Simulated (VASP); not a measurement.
These are PBE GGA with D3 dispersion (zero damping), VASP's PBE PAW potentials (set 64) (plane waves; VASP) values and carry that method's errors.

A VASP calculation is set up with these files.

INCAR:
```
ALGO=Normal
EDIFF=1E-7
EDIFFG=-0.01
ENCUT=520
GGA=PE
IBRION=2
ISIF=4
ISMEAR=1
IVDW=11
LASPH=.TRUE.
LCHARG=.FALSE.
LMAXMIX=6
LREAL=.FALSE.
LWAVE=.FALSE.
NELM=100
NSW=30
PREC=Accurate
SIGMA=0.1
SYSTEM=Lu
```

POSCAR:
```
Lu
1.0
  1.7324228443  -3.0006444706   0.0000000000
  1.7324228443   3.0006444706   0.0000000000
  0.0000000000   0.0000000000   5.3872943584
Lu
2
Cartesian
  1.7324228443   1.0002168240   1.3468235896
  1.7324228443  -1.0002168240   4.0404707688
```

KPOINTS:
```
Automatic mesh
0
Gamma
12 12 7
0 0 0
```

POTCAR, in this order: Lu_3 (PBE.64 set). Program: vasp_std.

Q: What will the output report for the number of irreducible k-points (NKPTS), largest plane-wave count, number of space-group operations, FFT grid (NGX, NGY, NGZ)?

A: 
| Property | Result |
|---|---|
| number of irreducible k-points (NKPTS) | 76 |
| largest plane-wave count | 1538 |
| number of space-group operations | 24 |
| FFT grid (NGX, NGY, NGZ) | 28 × 28 × 40 |

The compound is Lu in the hcp structure. This run relaxes it. Symmetry was kept, so distortions that lower it aren't found.
